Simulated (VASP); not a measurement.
These are PBE GGA, VASP's PBE PAW potentials (set 64) (plane waves; VASP) values and carry that method's errors.

VASP input:

**INCAR**
```
SYSTEM = RuSe
PREC = Accurate; ENCUT = 400; LREAL = .False.
LASPH = .True.
EDIFF = 1E-6; NELM = 100; ALGO = Normal
LMAXMIX = 4
ISMEAR = 0; SIGMA = 0.05
GGA = PE
ISIF = 2
LWAVE = .False.; LCHARG = .False.
```

**POSCAR**
```
RuSe
1
    3.3300590000     0.0000000000     0.0000000000
   -1.6650300000     2.8839160000     0.0000000000
    0.0000000000     0.0000000000     3.2499730000
Ru Se
1 1
Direct
  0.0000000000   0.0000000000   0.0000000000
  0.6666670000   0.3333330000   0.5000000000
```

### KPOINTS
```
Automatic mesh
0
Gamma
8 8 7
0 0 0
```

POTCAR, in this order: Ru_pv Se (PBE.64 set). Program: vasp_std.

Output

**OUTCAR**
```
 ion  position               nearest neighbor table
   1  0.000  0.000  0.000-   2 2.52   2 2.52   2 2.52   2 2.52   2 2.52   2 2.52
   2  0.667  0.333  0.500-   1 2.52   1 2.52   1 2.52   1 2.52   1 2.52   1 2.52
  LATTYP: Found a hexagonal cell.
 ALAT       =     3.3300590000
 C/A-ratio  =     0.9759505763
 Subroutine PRICEL returns:
 Original cell was already a primitive cell.
 Subroutine GETGRP returns: Found 12 space group operations
The static configuration has the point symmetry D_3h.
The dynamic configuration has the point symmetry D_3h.
 Subroutine INISYM returns: Found 12 space group operations
 Subroutine IBZKPT returns following result:
 Found     40 irreducible k-points:

 Following reciprocal coordinates:
            Coordinates               Weight
  0.000000  0.000000  0.000000      1.000000
  0.125000 -0.000000  0.000000      6.000000
  0.250000 -0.000000  0.000000      6.000000
  0.375000  0.000000  0.000000      6.000000
  0.500000 -0.000000  0.000000      3.000000
  0.125000  0.125000  0.000000      6.000000
  0.250000  0.125000  0.000000     12.000000
  0.375000  0.125000  0.000000     12.000000
...
```

**OSZICAR**
```
       N       E                     dE             d eps       ncg     rms          rms(c)
DAV:   1     0.121190642466E+03    0.12119E+03   -0.10051E+04  1168   0.113E+03
DAV:   2    -0.908927659440E+01   -0.13028E+03   -0.12799E+03  1360   0.317E+02
DAV:   3    -0.120404623829E+02   -0.29512E+01   -0.29327E+01  1312   0.494E+01
DAV:   4    -0.120640178948E+02   -0.23556E-01   -0.23551E-01  1368   0.439E+00
DAV:   5    -0.120645900097E+02   -0.57211E-03   -0.57211E-03  1406   0.551E-01    0.138E+01
DAV:   6    -0.119396205646E+02    0.12497E+00   -0.65345E-01  1150   0.872E+00    0.683E+00
DAV:   7    -0.119128812684E+02    0.26739E-01   -0.18235E-01  1156   0.431E+00    0.409E+00
DAV:   8    -0.118989796244E+02    0.13902E-01   -0.55242E-02  1240   0.256E+00    0.212E-01
DAV:   9    -0.118987829497E+02    0.19667E-03   -0.27171E-03  1228   0.387E-01    0.608E-02
DAV:  10    -0.118987442636E+02    0.38686E-04   -0.20125E-04  1336   0.148E-01    0.246E-02
DAV:  11    -0.118987466285E+02   -0.23649E-05   -0.14114E-05  1252   0.311E-02    0.500E-03
DAV:  12    -0.118987464733E+02    0.15525E-06   -0.59833E-07   818   0.739E-03
   1 F= -.11898746E+02 E0= -.11897339E+02  d E =-.281432E-02
```

### OUTCAR
```
------------------------ aborting loop because EDIFF is reached ----------------------------------------
  FORCE on cell =-STRESS in cart. coord.  units (eV):
  Direction    XX          YY          ZZ          XY          YZ          ZX
  --------------------------------------------------------------------------------------
  Total        2.1455557      2.1455561      3.0111043     -0.0000004      0.0000000      0.0000000
  in kB      110.1377191    110.1377428    154.5688944     -0.0000191      0.0000000      0.0000000
  external PRESSURE =     124.9481188 kB  Pullay stress =       0.0000000 kB
  volume of cell :       31.21
      direct lattice vectors                 reciprocal lattice vectors
     3.330059000  0.000000000  0.000000000     0.300294980  0.173375421  0.000000000
    -1.665030000  2.883916000  0.000000000     0.000000000  0.346750738  0.000000000
     0.000000000  0.000000000  3.249973000     0.000000000  0.000000000  0.307694864
 POSITION                                       TOTAL-FORCE (eV/Angst)
 -----------------------------------------------------------------------------------
      0.00000      0.00000      0.00000        -0.000000      0.000000      0.000000
      1.66503      0.96130      1.62499         0.000000     -0.000000      0.000000
 -----------------------------------------------------------------------------------
    total drift:                               -0.000414      0.000228      0.000000
  FREE ENERGIE OF THE ION-ELECTRON SYSTEM (eV)
  ---------------------------------------------------
  free  energy   TOTEN  =       -11.8987464733 eV

  energy  without entropy=      -11.8959321486  energy(sigma->0) =      -11.89733931
```
(Selected blocks of OUTCAR.)

The structure was generated: RuSe was put into the WC type (P-6m2), which need not be its known phase. The cell was not relaxed at this level.
